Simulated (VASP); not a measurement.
# NbWS4 (Pmma) in VASP: single point with r2SCAN

Aim: the single point of NbWS4 with r2SCAN.

All numbers are computed with VASP 6.6.1; they aren't measurements. Logs are shortened: lines on timing, memory, paths and dates and some standing lists are left out, and cuts for length are marked.

### Step 1. The structure

It takes space group Pmma (No. 51, orthorhombic). The conventional cell has a = 13.416 Å, b = 3.271 Å, c = 5.682 Å, α = 90.00°, β = 90.00°, γ = 90.00°. Nb (site symmetry mm2) is surrounded by 6 S at 2.46 to 2.49 Å. W (site symmetry mm2) is surrounded by 6 S at 2.42 to 2.43 Å. Around S (site symmetry m) lie 2 W at 2.43 Å and 1 Nb at 2.49 Å. Around S (site symmetry m) lie 1 W at 2.42 Å and 2 Nb at 2.46 Å.

The cell was built by a generator and needn't be a form met in nature.

### Step 2. Single point, r2SCAN

Input file INCAR:

```
  ALGO = Normal
  EDIFF = 1E-6
  ENCUT = 520
  ISIF = 2
  ISMEAR = 0
  KPAR = 8
  LASPH = True
  LCHARG = False
  LMIXTAU = True
  LREAL = False
  LWAVE = False
  METAGGA = R2SCAN
  NELM = 150
  PREC = Accurate
  SIGMA = 0.1
```

Input file KPOINTS:

```
k-points
0
Gamma
  4 8 5
```

Input file POSCAR:

```
NbWS4
1.0
   13.4164600000      0.0000000000      0.0000000000
    0.0000000000      3.2706300000      0.0000000000
    0.0000000000      0.0000000000      5.6821900000
Nb W S
2 2 8
Direct
    0.7500000000      0.0000000000      0.6715460000
    0.2500000000      0.0000000000      0.3284540000
    0.7500000000      0.5000000000      0.1625040000
    0.2500000000      0.5000000000      0.8374960000
    0.8646490000      0.0000000000      0.3276980000
    0.6353510000      0.0000000000      0.3276980000
    0.8671780000      0.5000000000      0.8382190000
    0.6328220000      0.5000000000      0.8382190000
    0.3646490000      0.0000000000      0.6723020000
    0.1353510000      0.0000000000      0.6723020000
    0.3671780000      0.5000000000      0.1617810000
    0.1328220000      0.5000000000      0.1617810000
```

Potentials or basis: VASP PAW PBE potentials, release 64 (Nb_sv, W_sv, S).

The run is started by

```sh
$ cat potpaw_PBE.64/Nb_sv/POTCAR potpaw_PBE.64/W_sv/POTCAR potpaw_PBE.64/S/POTCAR > POTCAR
$ mpirun -np 8 vasp_std > vasp.out
```

OUTCAR:

```text
EDIFF = 1E-6
   ENCUT = 520
   ISIF = 2
   ISMEAR = 0
   LASPH = True
   LREAL = False
   METAGGA = R2SCAN
   NELM = 150
   PREC = Accurate

 ion  position               nearest neighbor table
   1  0.750  0.000  0.672-   7 2.46   8 2.46   7 2.46   8 2.46   5 2.49   6 2.49   3 3.23   3 3.23

   2  0.250  0.000  0.328-  11 2.46  12 2.46  11 2.46  12 2.46   9 2.49  10 2.49   4 3.23   4 3.23

   3  0.750  0.500  0.163-   7 2.42   8 2.42   5 2.43   6 2.43   5 2.43   6 2.43   1 3.23   1 3.23

   4  0.250  0.500  0.837-  11 2.42  12 2.42   9 2.43  10 2.43   9 2.43  10 2.43   2 3.23   2 3.23

   5  0.865  0.000  0.328-   3 2.43   3 2.43   1 2.49
   6  0.635  0.000  0.328-   3 2.43   3 2.43   1 2.49
   7  0.867  0.500  0.838-   3 2.42   1 2.46   1 2.46
   8  0.633  0.500  0.838-   3 2.42   1 2.46   1 2.46
   9  0.365  0.000  0.672-   4 2.43   4 2.43   2 2.49
  10  0.135  0.000  0.672-   4 2.43   4 2.43   2 2.49
  11  0.367  0.500  0.162-   4 2.42   2 2.46   2 2.46
  12  0.133  0.500  0.162-   4 2.42   2 2.46   2 2.46

  LATTYP: Found a simple orthorhombic cell.
 ALAT       =     3.2706300000
 B/A-ratio  =     1.7373380664
 C/A-ratio  =     4.1021026530

  Lattice vectors:

 A1 = (   0.0000000000,   3.2706300000,   0.0000000000)
 A2 = (   0.0000000000,   0.0000000000,   5.6821900000)
 A3 = (  13.4164600000,   0.0000000000,   0.0000000000)

Analysis of symmetry for initial positions (statically):
=====================================================================
 Subroutine PRICEL returns:
 Original cell was already a primitive cell.

 Routine SETGRP: Setting up the symmetry group for a
 simple orthorhombic supercell.

 Subroutine GETGRP returns: Found  8 space group operations
 (whereof  4 operations were pure point group operations)
 out of a pool of  8 trial point group operations.

The static configuration has the point symmetry C_2h.
 The point group associated with its full space group is D_2h.

Analysis of symmetry for dynamics (positions and initial velocities):
=====================================================================
 Subroutine PRICEL returns:
 Original cell was already a primitive cell.

 Routine SETGRP: Setting up the symmetry group for a
 simple orthorhombic supercell.

 Subroutine GETGRP returns: Found  8 space group operations
[... 134 lines left out ...]
   PSTRESS=    0.0 pullay stress
   NELECT =     102.0000    total number of electrons
   NUPDOWN=      -1.0000    fix difference up-down
   EMIN   =  10.00;   EMAX   =-10.00  energy-range for DOS
   EFERMI =   0.00;   METHOD = LEGACY
   ISMEAR =     0;   SIGMA  =   0.10  broadening in eV -4-tet -1-fermi 0-gaus
   EFERMI_NEDOS =   21; number of points for ismear=-14 and -15
   IALGO  =     38    algorithm
   IMIX   =      4    mixing-type and parameters
     AMIX     =   0.40;   BMIX     =  1.00
     AMIX_MAG =   1.60;   BMIX_MAG =  1.00
  volume/ion in A,a.u.               =      20.78       140.22
  Fermi-wavevector in a.u.,A,eV,Ry     =   1.215290  2.296565 20.094843  1.476929
  Thomas-Fermi vector in A             =   2.350682
   LORBIT       =      0    0 simple, 1 ext, 2 COOP (PROOUT), +10 PAW based schemes
   METAGGA = R2SCAN    functional components
   LHFCALC =     F    Hartree Fock is set to
   AEXX    =    0.0000 exact exchange contribution
   IVDW    =     0    specifies the selected vdW correction
   LEPSILON=     F    determine dielectric tensor
   LRPA    =     F    only Hartree local field effects (RPA)
 non-spin polarized calculation
 Gauss-broadening in eV      SIGMA  =   0.10
  energy-cutoff  :      520.00
  volume of cell :      249.34
 maximum number of plane-waves:      6784
 NGX is ok and might be reduce to   100
   NGX = 49   NGY = 13   NGZ = 21

 number of electron     102.0000000 magnetization

 Free energy of the ion-electron system (eV)
  ---------------------------------------------------
  ext. energy  EPLUGINS =         0.00000000
  ---------------------------------------------------
  free energy    TOTEN  =      -228.97215297 eV

  energy without entropy =     -228.93898295  energy(sigma->0) =     -228.95556796

 E-fermi :   5.0497     XC(G=0): -10.5531

 val. band max:        5.0460063770   @ k =   0.0000   0.2500   0.2000
 cond. band min:       5.0539308563   @ k =   0.2500   0.3750   0.2000
 fundamental gap:      0.0079244792
 Fermi energy:         5.0497360242

 k-point     1 :       0.0000    0.0000    0.0000
  band No.  band energies     occupation
      1     -71.0086      2.00000
      2     -71.0086      2.00000
      3     -51.6440      2.00000
      4     -51.6440      2.00000
      5     -34.6030      2.00000
      6     -34.6030      2.00000
[... 1525 lines left out ...]
     60       8.5153      0.00000
     61       8.7210      0.00000

 [... further k-points ...]

------------------------ aborting loop because EDIFF is reached ----------------------------------------

  FORCE on cell =-STRESS in cart. coord.  units (eV):
  Direction    XX          YY          ZZ          XY          YZ          ZX
  --------------------------------------------------------------------------------------
  -------------------------------------------------------------------------------------
  Total       -2.7386597     -0.2850548     -0.4585548      0.0000000      0.0000000      0.0000000
  in kB      -17.5980097     -1.8316976     -2.9465697      0.0000000      0.0000000      0.0000000
  external PRESSURE =      -7.4587590 kB  Pullay stress =       0.0000000 kB

 VOLUME and BASIS-vectors are now :
 -----------------------------------------------------------------------------
  energy-cutoff  :      520.00
  volume of cell :      249.34
      direct lattice vectors                 reciprocal lattice vectors
    13.416460000  0.000000000  0.000000000     0.074535310  0.000000000  0.000000000
     0.000000000  3.270630000  0.000000000     0.000000000  0.305751491  0.000000000
     0.000000000  0.000000000  5.682190000     0.000000000  0.000000000  0.175988483

 POSITION                                       TOTAL-FORCE (eV/Angst)
 -----------------------------------------------------------------------------------
     10.06235      0.00000      3.81585         0.000000     -0.000000      0.093172
      3.35412      0.00000      1.86634         0.000000      0.000000     -0.093172
     10.06235      1.63532      0.92338         0.000000     -0.000000     -0.052813
      3.35412      1.63532      4.75881         0.000000     -0.000000      0.052813
     11.60053      0.00000      1.86204        -0.149438      0.000000     -0.031532
      8.52416      0.00000      1.86204         0.149438      0.000000     -0.031532
     11.63446      1.63532      4.76292        -0.128304      0.000000      0.011941
      8.49023      1.63532      4.76292         0.128304      0.000000      0.011941
      4.89230      0.00000      3.82015        -0.149438     -0.000000      0.031532
      1.81593      0.00000      3.82015         0.149438     -0.000000      0.031532
      4.92623      1.63532      0.91927        -0.128304     -0.000000     -0.011941
      1.78200      1.63532      0.91927         0.128304     -0.000000     -0.011941
 -----------------------------------------------------------------------------------
    total drift:                                0.000000      0.000000      0.000000

  FREE ENERGIE OF THE ION-ELECTRON SYSTEM (eV)
  ---------------------------------------------------
  free  energy   TOTEN  =      -228.9721529668 eV

  energy  without entropy=     -228.9389829531  energy(sigma->0) =     -228.95556796
```

stdout:

```text
POSCAR found type information on POSCAR NbW S
 POSCAR found :  3 types and      12 ions
 scaLAPACK will be used
 -----------------------------------------------------------------------------
|                                                                             |
|           W    W    AA    RRRRR   N    N  II  N    N   GGGG   !!!           |
|           W    W   A  A   R    R  NN   N  II  NN   N  G    G  !!!           |
|           W    W  A    A  R    R  N N  N  II  N N  N  G       !!!           |
[... 20 lines left out ...]
 -----------------------------------------------------------------------------

 LDA part: xc-table for (None), standard interpolation
 POSCAR, INCAR and KPOINTS ok, starting setup
 FFT: planning ... GRIDC
 FFT: planning ... GRID_SOFT
 FFT: planning ... GRID
 WAVECAR not read
 entering main loop
```

Wall time 6.4 min (8 MPI ranks of Intel Xeon Platinum 8559C (Emerald Rapids), shared host); peak memory 0.73 GiB.

What came out:

```
Free energy            : -228.9722 eV
Pressure               : -0.7 GPa
Largest force          : 0.153 eV/Å
Band gap on the k mesh : none (metal or under the smearing width)
```

Forces on the atoms (eV/Å):
```
Nb   0.000  0.000  0.093
Nb   0.000  0.000 -0.093
W    0.000  0.000 -0.053
W    0.000  0.000  0.053
S   -0.149  0.000 -0.032
S    0.149  0.000 -0.032
S   -0.128  0.000  0.012
S    0.128  0.000  0.012
S   -0.149  0.000  0.032
S    0.149  0.000  0.032
S   -0.128  0.000 -0.012
S    0.128  0.000 -0.012
```

Levels at points of the mesh, in eV from the Fermi level:
```tsv
k point	band 48	band 49	band 50	band 51	band 52	band 53
(0.00, 0.00, 0.00)	-1.09	-0.53	-0.43	0.34	1.04	2.95
(0.50, 0.00, 0.00)	-1.32	-0.47	-0.47	0.77	0.77	2.95
(0.00, 0.50, 0.00)	-1.45	-0.36	-0.32	-0.19	-0.17	2.39
(0.50, 0.50, 0.00)	-1.52	-0.34	-0.34	-0.18	-0.18	2.49
```

Caveat: the PAW data sets were made with another functional, which shifts forces and pressure a little.
